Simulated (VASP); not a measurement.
Calculation: PBEsol GGA, VASP's PBE PAW potentials (set 64) (plane waves; VASP 6.6.1).

Input for VASP

**POSCAR**
```
P
1
    2.7010898699    -0.0000000100    -0.0000000000
   -1.3505444523     2.3392124152     0.0000000000
   -0.0000000000    -0.0000000000     4.4314919335
P
2
Direct
  0.3333330000   0.6666670000   0.2500000000
  0.6666670000   0.3333330000   0.7500000000
```

**INCAR**
```
SYSTEM = P
PREC = Accurate
ENCUT = 400
EDIFF = 1E-6
NELM = 100
ALGO = Normal
LREAL = .FALSE.
LASPH = .TRUE.
ISMEAR = 1
SIGMA = 0.1
GGA = PS
LWAVE = .FALSE.
LCHARG = .FALSE.
IBRION = 2
ISIF = 3
NSW = 60
EDIFFG = -0.01
```

KPOINTS:
```
Automatic mesh
0
Gamma
14 14 8
0 0 0
```

POTCAR, in this order: P (PBE.64 set). Program: vasp_std.

What VASP printed:

OSZICAR:
```
       N       E                     dE             d eps       ncg     rms          rms(c)
DAV:   1     0.153384177735E+02    0.15338E+02   -0.40894E+03  2160   0.787E+02
DAV:   2    -0.955654622315E+01   -0.24895E+02   -0.24004E+02  3507   0.109E+02
DAV:   3    -0.101950072999E+02   -0.63846E+00   -0.62902E+00  2493   0.188E+01
DAV:   4    -0.101988074210E+02   -0.38001E-02   -0.37969E-02  2815   0.164E+00
DAV:   5    -0.101988256226E+02   -0.18202E-04   -0.18200E-04  2605   0.880E-02    0.602E+00
DAV:   6    -0.101824180603E+02    0.16408E-01   -0.10777E-02  2362   0.666E-01    0.349E+00
DAV:   7    -0.101758543667E+02    0.65637E-02   -0.18181E-02  2439   0.862E-01    0.163E-01
DAV:   8    -0.101758213235E+02    0.33043E-04   -0.27315E-04  2362   0.136E-01    0.266E-02
DAV:   9    -0.101758212140E+02    0.10945E-06   -0.20588E-06  3005   0.128E-02
   1 F= -.10175821E+02 E0= -.10175855E+02  d E =-.101758E+02
       N       E                     dE             d eps       ncg     rms          rms(c)
DAV:   1    -0.101823062730E+02   -0.64849E-02   -0.17290E-01  2221   0.271E+00    0.261E-01
DAV:   2    -0.101809589258E+02    0.13473E-02   -0.54591E-03  2468   0.606E-01    0.138E-01
DAV:   3    -0.101802084024E+02    0.75052E-03   -0.18348E-03  2489   0.263E-01    0.209E-02
DAV:   4    -0.101802153987E+02   -0.69964E-05   -0.89865E-05  2317   0.781E-02    0.155E-02
DAV:   5    -0.101802155545E+02   -0.15576E-06   -0.62688E-07  1671   0.662E-03
   2 F= -.10180216E+02 E0= -.10180165E+02  d E =-.439434E-02
       N       E                     dE             d eps       ncg     rms          rms(c)
DAV:   1    -0.102013548192E+02   -0.21139E-01   -0.16196E+00  2257   0.826E+00    0.776E-01
DAV:   2    -0.101894262771E+02    0.11929E-01   -0.52175E-02  2436   0.187E+00    0.405E-01
DAV:   3    -0.101824186449E+02    0.70076E-02   -0.16906E-02  2433   0.802E-01    0.577E-02
DAV:   4    -0.101824958780E+02   -0.77233E-04   -0.86871E-04  2312   0.241E-01    0.443E-02
DAV:   5    -0.101824952403E+02    0.63766E-06   -0.60774E-06  2899   0.200E-02
   3 F= -.10182495E+02 E0= -.10182071E+02  d E =-.667403E-02
       N       E                     dE             d eps       ncg     rms          rms(c)
DAV:   1    -0.101897579033E+02   -0.72620E-02   -0.27017E-01  2301   0.333E+00    0.441E-01
DAV:   2    -0.101856841240E+02    0.40738E-02   -0.85760E-03  2332   0.744E-01    0.244E-01
DAV:   3    -0.101836914505E+02    0.19927E-02   -0.46270E-03  2252   0.421E-01    0.539E-02
DAV:   4    -0.101836887347E+02    0.27158E-05   -0.67257E-05  2505   0.707E-02    0.348E-02
DAV:   5    -0.101836821334E+02    0.66013E-05   -0.24187E-06  2191   0.121E-02    0.535E-03
DAV:   6    -0.101836815720E+02    0.56144E-06   -0.14006E-07  1167   0.331E-03
   4 F= -.10183682E+02 E0= -.10183538E+02  d E =-.118633E-02
       N       E                     dE             d eps       ncg     rms          rms(c)
DAV:   1    -0.101842337272E+02   -0.55159E-03   -0.16853E-02  2290   0.842E-01    0.112E-01
DAV:   2    -0.101839778731E+02    0.25585E-03   -0.53007E-04  2314   0.186E-01    0.613E-02
DAV:   3    -0.101838547260E+02    0.12315E-03   -0.28360E-04  2264   0.104E-01    0.133E-02
DAV:   4    -0.101838552557E+02   -0.52970E-06   -0.41081E-06  2287   0.175E-02
   5 F= -.10183855E+02 E0= -.10183645E+02  d E =-.136002E-02
       N       E                     dE             d eps       ncg     rms          rms(c)
DAV:   1    -0.101856860299E+02   -0.18313E-02   -0.89402E-02  2270   0.197E+00    0.184E-01
DAV:   2    -0.101848311298E+02    0.85490E-03   -0.30125E-03  2360   0.444E-01    0.999E-02
DAV:   3    -0.101843670634E+02    0.46407E-03   -0.11956E-03  2409   0.213E-01    0.144E-02
DAV:   4    -0.101843709051E+02   -0.38417E-05   -0.57158E-05  2279   0.616E-02    0.112E-02
DAV:   5    -0.101843704557E+02    0.44939E-06   -0.25078E-07  1329   0.475E-03
   6 F= -.10184370E+02 E0= -.10184384E+02  d E =-.515200E-03
       N       E                     dE             d eps       ncg     rms          rms(c)
DAV:   1    -0.101843754647E+02   -0.45596E-05   -0.18117E-04  2286   0.893E-02    0.808E-03
DAV:   2    -0.101843737877E+02    0.16771E-05   -0.63785E-06  2368   0.205E-02    0.456E-03
DAV:   3    -0.101843728518E+02    0.93586E-06   -0.23895E-06  1560   0.969E-03
   7 F= -.10184373E+02 E0= -.10184399E+02  d E =-.517596E-03
       N       E                     dE             d eps       ncg     rms          rms(c)
DAV:   1    -0.101850852439E+02   -0.71146E-03   -0.32064E-02  2272   0.117E+00    0.199E-01
DAV:   2    -0.101845631377E+02    0.52211E-03   -0.81929E-04  2305   0.240E-01    0.992E-02
DAV:   3    -0.101843096445E+02    0.25349E-03   -0.46543E-04  2362   0.137E-01    0.199E-02
DAV:   4    -0.101843100688E+02   -0.42429E-06   -0.42441E-06  2629   0.180E-02
   8 F= -.10184310E+02 E0= -.10184368E+02  d E =0.627830E-04
       N       E                     dE             d eps       ncg     rms          rms(c)
DAV:   1    -0.101847478819E+02   -0.43824E-03   -0.95602E-03  2268   0.638E-01    0.107E-01
DAV:   2    -0.101845951806E+02    0.15270E-03   -0.24406E-04  2314   0.131E-01    0.536E-02
DAV:   3    -0.101845201274E+02    0.75053E-04   -0.13728E-04  2343   0.744E-02    0.108E-02
DAV:   4    -0.101845194952E+02    0.63228E-06   -0.11955E-06  1749   0.978E-03
   9 F= -.10184519E+02 E0= -.10184564E+02  d E =-.146643E-03
       N       E                     dE             d eps       ncg     rms          rms(c)
DAV:   1    -0.101845481601E+02   -0.28033E-04   -0.12104E-03  2289   0.230E-01    0.229E-02
DAV:   2    -0.101845341638E+02    0.13996E-04   -0.41504E-05  2360   0.517E-02    0.127E-02
DAV:   3    -0.101845270348E+02    0.71290E-05   -0.18159E-05  2341   0.263E-02    0.212E-03
DAV:   4    -0.101845271516E+02   -0.11683E-06   -0.71046E-07  1136   0.697E-03
  10 F= -.10184527E+02 E0= -.10184543E+02  d E =-.765644E-05
```

### OUTCAR
```
------------------------ aborting loop because EDIFF is reached ----------------------------------------
  FORCE on cell =-STRESS in cart. coord.  units (eV):
  Direction    XX          YY          ZZ          XY          YZ          ZX
  --------------------------------------------------------------------------------------
  Total       -0.0027039     -0.0027039      0.0061976     -0.0000000      0.0000000     -0.0000000
  in kB       -0.1546192     -0.1546192      0.3544018     -0.0000000      0.0000000     -0.0000000
  external PRESSURE =       0.0150545 kB  Pullay stress =       0.0000000 kB
  volume of cell :       28.02
      direct lattice vectors                 reciprocal lattice vectors
     2.639876699 -0.000000022  0.000000000     0.378805573  0.218703425 -0.000000000
    -1.319937889  2.286200263  0.000000000     0.000000004  0.437407003 -0.000000000
     0.000000000  0.000000000  4.642373788    -0.000000000 -0.000000000  0.215407041
 POSITION                                       TOTAL-FORCE (eV/Angst)
 -----------------------------------------------------------------------------------
     -0.00000      1.52413      1.16059         0.000000     -0.000000      0.000000
      1.31994      0.76207      3.48178        -0.000000      0.000000     -0.000000
 -----------------------------------------------------------------------------------
    total drift:                               -0.000229      0.000132     -0.000053
  FREE ENERGIE OF THE ION-ELECTRON SYSTEM (eV)
  ---------------------------------------------------
  free  energy   TOTEN  =       -10.1845271516 eV

  energy  without entropy=      -10.1845746439  energy(sigma->0) =      -10.18454298

 reached required accuracy - stopping structural energy minimisation
```
(Selected blocks of OUTCAR.)

File CONTCAR:
```
P
   1.00000000000000
     2.6398766989682372   -0.0000000222019408    0.0000000000000000
    -1.3199378885355777    2.2862002626132223    0.0000000000000000
     0.0000000000000000    0.0000000000000002    4.6423737879757390
  P
     2
Direct
     0.3333330000000032    0.6666669999999968    0.2500000000000000
     0.6666669999999968    0.3333330000000032    0.7500000000000000
```

The structure was generated: P was put into the hcp type (P6_3/mmc), which need not be its known phase. This run relaxes it. Symmetry was kept, so distortions that lower it aren't found. The start is the result of an earlier pass.
